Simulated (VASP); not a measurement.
Write the native input for VASP 6.6.1 that does the following.

| Item | Value |
| --- | --- |
| Task | single point |
| Functional | RPBE |
| Potentials or basis | VASP PAW PBE potentials, release 64 (Si, H, Cl) |
| Cutoff | 400 eV |
| k mesh | 1 × 1 × 1 |
| Occupations | gaussian, width 0.05 eV |
| Spin | no spin polarisation |
| Further INCAR settings | LREAL = Auto; ALGO = Fast; EDIFF = 1e-06; NBANDS = 150; ISYM = 0 |

The structure of Si24H8Cl lies in POSCAR:

```
Si24H8Cl                                
1.0
    7.6805938572      7.6805938572      0.0000000000
   -7.6805938572      7.6805938572      0.0000000000
    0.0000000000      0.0000000000     23.4276500000
  Si              H               Cl            
    48    16     2
Selective dynamics
Direct
     0.6956084005646128    0.3010243942390798    0.4074065338052688   T   T   T
     0.8181021783709957    0.6803824708978505    0.4104669953682525   T   T   T
     0.0594779334773870    0.9442969142681018    0.4087758701219368   T   T   T
     0.3051538732964277    0.1948685119439952    0.4293292917179669   T   T   T
     0.9662494183580937    0.5374564997513516    0.4406495631126462   T   T   T
     0.2122970124940241    0.7888691359268203    0.4234431735097043   T   T   T
     0.4596192559883913    0.0339029839548705    0.4451899304032594   T   T   T
     0.5484146590968216    0.4483989843223511    0.4227790436143384   T   T   T
     0.8791555783211600    0.3902668408743432    0.3772392608919314   T   T   T
     0.8760825905661807    0.8725033637562030    0.3744258729961628   T   T   T
     0.1353870073976012    0.1268171229244843    0.3743926472652402   T   T   T
     0.3779085872859000    0.3664775260031652    0.3766691939783687   T   T   T
     0.1133982243830119    0.6247909738514783    0.3772029101552946   T   T   T
     0.3757516994389266    0.8906382585350675    0.3782294048558876   T   T   T
     0.6045075047881036    0.1180076471954009    0.3794660780012307   T   T   T
     0.6256143722839432    0.6187649542984770    0.3759282833774590   T   T   T
     0.9996388100376022    0.2529637505867022    0.3226069281918659   T   T   T
     0.0052249338491257    0.7488860296088135    0.3125820191315514   T   T   T
     0.2516793073280776    0.9972938410850974    0.3132385474250239   T   T   T
     0.4994143332798427    0.2494426218158595    0.3147846038280037   T   T   T
     0.2484971445451402    0.4990403464900012    0.3240637654391439   T   T   T
     0.4982151203312490    0.7541158750542675    0.3238615288281400   T   T   T
     0.7435998831907569    0.0028997146902756    0.3227512299981273   T   T   T
     0.7511749861702938    0.4994035492176038    0.3133715117140688   T   T   T
     0.8729357376708591    0.1265471903322573    0.2644826473796240   T   T   T
     0.8762572001975005    0.6255655786327258    0.2571815871839691   T   T   T
     0.1255310272629771    0.8767623480729793    0.2564057924655838   T   T   T
     0.3755732050934809    0.1245816432094224    0.2573080594512628   T   T   T
     0.1259114201150720    0.3751046429980922    0.2631017846510805   T   T   T
     0.3740778448220569    0.6259946140388902    0.2650078478266438   T   T   T
     0.6246854789931852    0.8739679176157659    0.2631411496977066   T   T   T
     0.6225384562739545    0.3754392326712007    0.2582714079905176   T   T   T
     0.7502444686160742    0.2496699568306167    0.2028708848380744   T   T   T
     0.7486170677788385    0.7515942194297829    0.2023442719302077   T   T   T
     0.9965810588524171    0.0033864911245088    0.2028162401850568   T   T   T
     0.2488405913440916    0.2512796305092690    0.2024086722331649   T   T   T
     0.0025053641669560    0.4982803266601927    0.2022017381748331   T   T   T
     0.2519680013611749    0.7480806715252591    0.2025459748934018   T   T   T
     0.5016326992927254    0.9975935655867920    0.2021562510037110   T   T   T
     0.4969276591679692    0.5028931530569393    0.2031338247490373   T   T   T
     0.8750000000000000    0.3750000000000000    0.1455075519999980   F   F   F
     0.8750000000000000    0.8750000000000000    0.1455075519999980   F   F   F
     0.1250000000000000    0.1250000000000000    0.1455075519999980   F   F   F
     0.3750000000000000    0.3750000000000000    0.1455075519999980   F   F   F
     0.1250000000000000    0.6250000000000000    0.1455075519999980   F   F   F
     0.3750000000000000    0.8750000000000000    0.1455075519999980   F   F   F
     0.6250000000000000    0.1250000000000000    0.1455075519999980   F   F   F
     0.6250000000000000    0.6250000000000000    0.1455075519999980   F   F   F
     0.9516281893000027    0.2983718106999973    0.1067115139999970   F   F   F
     0.7983718106999973    0.4516281893000027    0.1067115139999970   F   F   F
     0.9516281893000027    0.7983718106999973    0.1067115139999970   F   F   F
     0.7983718106999973    0.9516281893000027    0.1067115139999970   F   F   F
     0.2016281893000027    0.0483718106999973    0.1067115139999970   F   F   F
     0.0483718106999973    0.2016281893000027    0.1067115139999970   F   F   F
     0.4516281893000027    0.2983718106999973    0.1067115139999970   F   F   F
     0.2983718106999973    0.4516281893000027    0.1067115139999970   F   F   F
     0.2016281893000027    0.5483718106999973    0.1067115139999970   F   F   F
     0.0483718106999973    0.7016281893000027    0.1067115139999970   F   F   F
     0.4516281893000027    0.7983718106999973    0.1067115139999970   F   F   F
     0.2983718106999973    0.9516281893000027    0.1067115139999970   F   F   F
     0.7016281893000027    0.0483718106999973    0.1067115139999970   F   F   F
     0.5483718106999973    0.2016281893000027    0.1067115139999970   F   F   F
     0.7016281893000027    0.5483718106999973    0.1067115139999970   F   F   F
     0.5483718106999973    0.7016281893000027    0.1067115139999970   F   F   F
     0.2452041970520263    0.7535627503215917    0.5094121476343259   T   T   T
     0.2352346373969925    0.2570017954883709    0.5079107390513417   T   T   T
```

The cell was built by a generator and needn't be a form met in nature.

The input as run:

INCAR

```
SYSTEM = Si24H8Cl
PREC = Accurate
ENCUT = 400
EDIFF = 1E-6
ISMEAR = 0
SIGMA = 0.05
LREAL = Auto
LASPH = .TRUE.
NELM = 100
ALGO = Fast
ISIF = 2
LWAVE = .FALSE.
LCHARG = .FALSE.
GGA = RP
NBANDS = 150
ISYM = 0
NCORE = 4
```

KPOINTS

```
Automatic mesh
0
G
  1 1 1
  0 0 0
```

Potentials or basis: VASP PAW PBE potentials, release 64 (Si, H, Cl).

Launch:

```sh
$ cat potpaw_PBE.64/Si/POTCAR potpaw_PBE.64/H/POTCAR potpaw_PBE.64/Cl/POTCAR > POTCAR
$ mpirun -np 8 vasp_gam > vasp.out
```

It gave:

- Largest force: 0.455 eV/Å
- Band gap on the k mesh: 0.51 eV, direct

Caveat: the PAW data sets were made with another functional, which shifts forces and pressure a little.

Wall time 2.6 min on 8 MPI ranks on Intel(R) Xeon(R) Platinum 8488C (Sapphire Rapids), with other jobs on the host, peak memory 0.36 GiB a rank.
